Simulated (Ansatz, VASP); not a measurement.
# Cross-check of Al2O3 (Corundum) between VASP and Ansatz

One calculation is typed for both programs; each brings its own data sets. How far apart do they land? The cell is taken from a series of runs on this material, whose earlier steps may have relaxed, scaled, displaced or heated it; both programs get it as it stands.

Calculated with Ansatz 0.2.0; plane waves, with VASP 6.6.1 beside it; zone-centre phonons at LDA.

### Step 1. Starting point

It takes space group R-3c (No. 167, trigonal). Conventional cell: a = 4.726 Å, b = 4.726 Å, c = 12.866 Å, α = 90.00°, β = 90.00°, γ = 120.00°. Al has 6 O at 1.84 to 1.95 Å nearest. O has 4 Al at 1.84 to 1.95 Å nearest. Farther neighbours and most contacts between anions are not listed.

### Step 2. VASP: zone-centre phonons, LDA

Second derivatives magnify differences that forces hide, and they need a tight electronic threshold.

Lines of VASP's logs that name or quote its potential files are left out, and so is its time.

File INCAR:

```
SYSTEM = Al2O3
PREC = Accurate
ENCUT = 600
EDIFF = 1E-08
NELM = 120
ISMEAR = 0
SIGMA = 0.01
LREAL = .FALSE.
ALGO = Normal
GGA = CA
NBANDS = 34
LORBIT = 11
LWAVE = .FALSE.
LCHARG = .FALSE.
ISIF = 2
IBRION = 8
LASPH = .TRUE.
GGA_COMPAT = .FALSE.
EFERMI = MIDGAP
KPAR = 2
```

File POSCAR:

```
Al2O3
1.0
    2.3630204658      1.3642905020      4.2885075546
   -2.3630204658      1.3642905020      4.2885075546
    0.0000000000     -2.7285810041      4.2885075545
Al O
4 6
Direct
    0.3513128929      0.3513128929      0.3513128929
    0.1486871071      0.1486871071      0.1486871071
    0.6486871071      0.6486871071      0.6486871071
    0.8513128929      0.8513128929      0.8513128929
    0.5569416991      0.9430583009      0.2500000000
    0.2500000000      0.5569416991      0.9430583009
    0.9430583009      0.2500000000      0.5569416991
    0.4430583009      0.0569416991      0.7500000000
    0.7500000000      0.4430583009      0.0569416991
    0.0569416991      0.7500000000      0.4430583009
```

File KPOINTS:

```
Automatic mesh
0
Gamma
4 4 4
0 0 0
```

The projector-augmented-wave data sets are Al and O (LDA family, release 64).

Started as:

```console
$ mpirun -np 2 vasp_std
```

Numbers of over 12 decimals in the logs are rounded to 6 here.

The program printed:

```text
[banner, memory and clock lines left out]
running    2 mpi-ranks, on    1 nodes
 distrk:  each k-point on    1 cores,    2 groups
 distr:  one band on    1 cores,    1 groups

 POSCAR found type information on POSCAR AlO
 POSCAR found :  2 types and      10 ions
 LDA part: xc-table for (Slater(with rela. corr.)+CA(PZ))
 , standard interpolation
 POSCAR, INCAR and KPOINTS ok, starting setup
 FFT: planning ... GRIDC
 FFT: planning ... GRID_SOFT
 FFT: planning ... GRID
 WAVECAR not read
 entering main loop
       N       E                     dE             d eps       ncg     rms          rms(c)
DAV:   1     0.247090929486E+03    0.24709E+03   -0.27945E+04   884   0.152E+03
DAV:   2    -0.773189923254E+02   -0.32441E+03   -0.31345E+03  1134   0.309E+02
DAV:   3    -0.914653470056E+02   -0.14146E+02   -0.14098E+02  1134   0.651E+01
DAV:   4    -0.915718702832E+02   -0.10652E+00   -0.10646E+00  1112   0.654E+00
DAV:   5    -0.915728742518E+02   -0.10040E-02   -0.10037E-02  1098   0.637E-01    0.177E+01
DAV:   6    -0.833148766374E+02    0.82580E+01   -0.30054E+01  1076   0.292E+01    0.636E+00
DAV:   7    -0.832055152657E+02    0.10936E+00   -0.88737E-01  1064   0.466E+00    0.321E+00
DAV:   8    -0.831258983247E+02    0.79617E-01   -0.76695E-02  1104   0.209E+00    0.739E-01
DAV:   9    -0.831189522807E+02    0.69460E-02   -0.13547E-02  1144   0.615E-01    0.269E-01
DAV:  10    -0.831190110133E+02   -0.58733E-04   -0.47304E-04  1054   0.136E-01    0.652E-02
DAV:  11    -0.831189930191E+02    0.17994E-04   -0.12932E-04  1080   0.671E-02    0.264E-02
DAV:  12    -0.831189931354E+02   -0.11632E-06   -0.40082E-06  1120   0.137E-02    0.627E-03
DAV:  13    -0.831189928220E+02    0.31340E-06   -0.12296E-06  1094   0.654E-03    0.156E-03
DAV:  14    -0.831189928198E+02    0.22901E-08   -0.45435E-08  1008   0.129E-03
   1 F= -.83118993E+02 E0= -.83118993E+02  d E =0.000000E+00
 Linear response reoptimize wavefunctions to high precision
DAV:   1    -0.831189928200E+02   -0.24829E-09   -0.58764E-09   772   0.389E-04
DAV:   2    -0.831189928200E+02    0.45020E-10   -0.52153E-10   586   0.137E-04
 Linear response DOF=           5
 Linear response progress:
  Degree of freedom:   1/  5
       N       E                     dE             d eps       ncg     rms          rms(c)
RMM:   1    -0.159517954882E-01   -0.15952E-01    0.12831E-02  7242   0.102E+00
RMM:   2    -0.897903092458E-02    0.69728E-02   -0.21160E-03  4385   0.276E-01    0.933E-02
RMM:   3    -0.883341408540E-02    0.14562E-03   -0.32392E-04  4433   0.744E-02    0.472E-02
RMM:   4    -0.878101945179E-02    0.52395E-04   -0.65489E-05  4495   0.318E-02    0.184E-02
RMM:   5    -0.877805199022E-02    0.29675E-05   -0.16550E-05  4527   0.147E-02    0.401E-03
RMM:   6    -0.877224716857E-02    0.58048E-05   -0.57937E-06  4576   0.456E-03    0.796E-04
RMM:   7    -0.877114749075E-02    0.10997E-05    0.71482E-07  4666   0.803E-04    0.348E-04
RMM:   8    -0.877115036034E-02   -0.28696E-08   -0.34795E-08  4677   0.311E-04    0.583E-05
 first order change of Fermi-energy  -0.67906E-06
 force on displaced ion       1 direction 1 : -20.947   0.002  -0.000
 Linear response progress:
  Degree of freedom:   2/  5
       N       E                     dE             d eps       ncg     rms          rms(c)
RMM:   1    -0.190766799450E-01   -0.19077E-01   -0.19320E-02  2827   0.100E+00
RMM:   2    -0.872021107912E-02    0.10356E-01   -0.98391E-04  1677   0.274E-01    0.808E-02
RMM:   3    -0.860768531334E-02    0.11253E-03    0.28430E-05  1757   0.557E-02    0.473E-02
RMM:   4    -0.853699424370E-02    0.70691E-04   -0.34405E-04  1740   0.561E-02    0.817E-03
RMM:   5    -0.851249522673E-02    0.24499E-04   -0.51100E-05  1751   0.966E-03    0.392E-03
RMM:   6    -0.850515840260E-02    0.73368E-05   -0.78594E-06  1779   0.405E-03    0.159E-03
RMM:   7    -0.850218064817E-02    0.29778E-05   -0.23686E-07  1787   0.151E-03    0.489E-04
RMM:   8    -0.850276777406E-02   -0.58713E-06   -0.30686E-06  1802   0.586E-04    0.164E-04
RMM:   9    -0.850258892961E-02    0.17884E-06   -0.13327E-06  1809   0.196E-04    0.387E-05
RMM:  10    -0.850260537645E-02   -0.16447E-07   -0.11386E-06  1821   0.975E-05    0.177E-05
RMM:  11    -0.850261327037E-02   -0.78939E-08   -0.12586E-06  1820   0.698E-05    0.289E-06
RMM:  12    -0.850263198545E-02   -0.18715E-07   -0.15352E-06  1823   0.608E-05    0.149E-06
RMM:  13    -0.850260989933E-02    0.22086E-07   -0.12589E-06  1804   0.594E-05    0.702E-07
RMM:  14    -0.850259027459E-02    0.19625E-07   -0.11001E-06  1746   0.586E-05    0.335E-07
RMM:  15    -0.850256566447E-02    0.24610E-07   -0.89328E-07  1746   0.580E-05    0.967E-08
 first order change of Fermi-energy   0.34003E-01
 force on displaced ion       1 direction 3 :   0.000   0.000 -19.933
 Linear response progress:
  Degree of freedom:   3/  5
       N       E                     dE             d eps       ncg     rms          rms(c)
RMM:   1    -0.368836141879E+00   -0.36884E+00    0.39000E-01  3072   0.301E+00
RMM:   2    -0.364172193178E+00    0.46639E-02   -0.65247E-03  2826   0.394E-01    0.178E-01
RMM:   3    -0.365126062006E+00   -0.95387E-03   -0.12914E-03  2641   0.166E-01    0.881E-02
RMM:   4    -0.366983372832E+00   -0.18573E-02   -0.11451E-03  2768   0.146E-01    0.186E-02
RMM:   5    -0.366985874854E+00   -0.25020E-05   -0.39845E-05  3049   0.289E-02    0.650E-03
RMM:   6    -0.367029879807E+00   -0.44005E-04   -0.40468E-07  3123   0.510E-03    0.124E-03
RMM:   7    -0.367033520856E+00   -0.36410E-05   -0.11429E-07  3123   0.965E-04    0.596E-04
RMM:   8    -0.367034694864E+00   -0.11740E-05    0.14405E-08  3130   0.518E-04    0.162E-04
RMM:   9    -0.367033835379E+00    0.85948E-06    0.51509E-07  3123   0.344E-04    0.757E-05
RMM:  10    -0.367034241243E+00   -0.40586E-06    0.62696E-07  3147   0.326E-04    0.207E-05
RMM:  11    -0.367034082835E+00    0.15841E-06   -0.27618E-08  3145   0.325E-04    0.512E-06
RMM:  12    -0.367034127310E+00   -0.44475E-07   -0.35176E-07  3185   0.321E-04    0.221E-06
RMM:  13    -0.367034109322E+00    0.17988E-07   -0.11124E-07  3196   0.321E-04    0.767E-07
RMM:  14    -0.367034117476E+00   -0.81542E-08   -0.40197E-07  3211   0.318E-04    0.508E-07
RMM:  15    -0.367034115058E+00    0.24180E-08   -0.43909E-07  3270   0.316E-04    0.224E-07
RMM:  16    -0.367034115728E+00   -0.67040E-09   -0.71824E-08  3309   0.314E-04    0.204E-07
 first order change of Fermi-energy   0.37062E+00
 force on displaced ion       5 direction 1 : -18.816  -0.000  -0.000
 Linear response progress:
  Degree of freedom:   4/  5
       N       E                     dE             d eps       ncg     rms          rms(c)
RMM:   1    -0.368790067299E+00   -0.36879E+00    0.36109E-01  4703   0.297E+00
RMM:   2    -0.364213715480E+00    0.45764E-02   -0.59188E-03  4225   0.378E-01    0.173E-01
RMM:   3    -0.365195146125E+00   -0.98143E-03   -0.11630E-03  3901   0.158E-01    0.859E-02
RMM:   4    -0.367047413353E+00   -0.18523E-02   -0.11006E-03  4134   0.144E-01    0.174E-02
RMM:   5    -0.367006687212E+00    0.40726E-04   -0.39722E-05  4586   0.291E-02    0.451E-03
RMM:   6    -0.367067542499E+00   -0.60855E-04   -0.10173E-06  4688   0.466E-03    0.144E-03
RMM:   7    -0.367057323976E+00    0.10219E-04   -0.11093E-07  4675   0.157E-03    0.687E-04
RMM:   8    -0.367064801384E+00   -0.74774E-05   -0.41134E-08  4697   0.826E-04    0.160E-04
RMM:   9    -0.367064537773E+00    0.26361E-06    0.27043E-07  4695   0.345E-04    0.794E-05
RMM:  10    -0.367064565546E+00   -0.27773E-07    0.64219E-07  4717   0.328E-04    0.121E-05
RMM:  11    -0.367064571160E+00   -0.56141E-08    0.79637E-07  4750   0.325E-04    0.573E-06
RMM:  12    -0.367064603297E+00   -0.32137E-07    0.48218E-07  4787   0.322E-04    0.165E-06
RMM:  13    -0.367064602677E+00    0.62020E-09    0.38567E-07  4835   0.322E-04    0.509E-07
RMM:  14    -0.367064602592E+00    0.84796E-10    0.32394E-07  4879   0.319E-04    0.469E-07
RMM:  15    -0.367064602968E+00   -0.37562E-09    0.20313E-08  4957   0.317E-04    0.222E-07
 first order change of Fermi-energy  -0.18035E-04
 force on displaced ion       5 direction 2 :  -0.000 -19.338   6.234
 Linear response progress:
  Degree of freedom:   5/  5
       N       E                     dE             d eps       ncg     rms          rms(c)
RMM:   1    -0.369146328022E+00   -0.36915E+00    0.36557E-01  4666   0.297E+00
RMM:   2    -0.365025880167E+00    0.41204E-02   -0.59963E-03  4298   0.378E-01    0.171E-01
RMM:   3    -0.366051832919E+00   -0.10260E-02   -0.11767E-03  3894   0.157E-01    0.848E-02
RMM:   4    -0.367899667426E+00   -0.18478E-02   -0.10771E-03  4147   0.139E-01    0.184E-02
RMM:   5    -0.367871777309E+00    0.27890E-04   -0.52649E-05  4464   0.334E-02    0.484E-03
RMM:   6    -0.367966158547E+00   -0.94381E-04   -0.50638E-06  4648   0.875E-03    0.157E-03
RMM:   7    -0.367966449309E+00   -0.29076E-06   -0.24850E-07  4648   0.149E-03    0.493E-04
RMM:   8    -0.367968920673E+00   -0.24714E-05   -0.11053E-07  4685   0.473E-04    0.191E-04
RMM:   9    -0.367968846295E+00    0.74378E-07    0.63298E-07  4692   0.339E-04    0.368E-05
RMM:  10    -0.367968809949E+00    0.36346E-07    0.29041E-06  4713   0.315E-04    0.148E-05
RMM:  11    -0.367968780953E+00    0.28996E-07    0.76349E-07  4722   0.314E-04    0.305E-06
RMM:  12    -0.367968814113E+00   -0.33159E-07   -0.67354E-08  4757   0.314E-04    0.103E-06
RMM:  13    -0.367968815331E+00   -0.12182E-08    0.11611E-06  4791   0.313E-04    0.553E-07
RMM:  14    -0.367968816912E+00   -0.15808E-08    0.79865E-09  4818   0.309E-04    0.323E-07
 first order change of Fermi-energy   0.44887E-04
 force on displaced ion       5 direction 3 :   0.000   6.231 -16.481
 Linear response finished
```

(Continued in part 2 of 3.)

[Lines on the potential files, build, host, timing and source positions are cut from VASP's logs without a mark.]

[Logs are printed without paths, hosts, clocks, repeated set-up lines and the standing remarks that a program may print on its own settings, such as how far it seeks lower states.]

[Hosts, paths, dates, database ids (printed as entryN), source tags and the programs' standing remarks are cut or masked in the printed files.]
